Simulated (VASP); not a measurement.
A VASP calculation is set up with these files.

### POSCAR
```
Fe
1
   -1.3736869865     1.3736869865     1.3736869865
    1.3736869865    -1.3736869865     1.3736869865
    1.3736869865     1.3736869865    -1.3736869865
Fe
1
Direct
  0.0000000000   0.0000000000   0.0000000000
```

### KPOINTS
```
Automatic mesh
0
Gamma
18 18 18
0 0 0
```

**INCAR**
```
# general
SYSTEM  =Fe
PREC    =Accurate
ENCUT   =520
LREAL   =.FALSE.
LASPH   =.TRUE.

# electronic loop
EDIFF   =1E-7
NELM    =100
ALGO    =Normal
LMAXMIX =4

# smearing
ISMEAR  =1
SIGMA   =0.1

# functional
GGA     =MK
LUSE_VDW=.TRUE.
AGGAC   =0.0
PARAM1  =0.1234568
PARAM2  =0.7114
ZAB_VDW =-1.8867

# spin
ISPIN   =2
MAGMOM  =2.1

# ions
ISIF    =2

# output
LWAVE   =.FALSE.
LCHARG  =.FALSE.
LORBIT  =10
```

POTCAR, in this order: Fe (PBE.64 set). Program: vasp_std.

Q: Translate this rev-vdW-DF2 calculation to Quantum ESPRESSO's pw.x.

A: One equivalent input (not run):
```
&CONTROL
  calculation = 'scf'
  pseudo_dir = './pseudo'
  outdir = './out'
  tprnfor = .true.
  tstress = .true.
/
&SYSTEM
  ibrav = 0
  nat = 1
  ntyp = 1
  ecutwfc = 90
  occupations = 'smearing'
  smearing = 'methfessel-paxton'
  degauss = 0.00735
  input_dft = 'vdw-df2-b86r'
  nspin = 2
  starting_magnetization(1) = 0.21
/
&ELECTRONS
  conv_thr = 7.3e-09
  electron_maxstep = 100
/
ATOMIC_SPECIES
  Fe 55.845 Fe.upf
CELL_PARAMETERS angstrom
    -1.3736870    1.3736870    1.3736870
     1.3736870   -1.3736870    1.3736870
     1.3736870    1.3736870   -1.3736870
ATOMIC_POSITIONS crystal
  Fe   0.0000000  0.0000000  0.0000000
K_POINTS automatic
  18 18 18 0 0 0
```
The two are equivalent in intent, not identical: the potentials are each code's own (VASP's PAW set, PseudoDojo norm-conserving files in pw.x), so ENCUT and ecutwfc are chosen apart and not converted; conv_thr bounds pw.x's estimated SCF error, while EDIFF bounds the energy change between steps; starting_magnetization is a fraction of the valence charge and MAGMOM a moment in μB, so they match only roughly.

The compound is Fe in the bcc structure. This cell is one point of a volume scan, at 0.94 of the reference volume.
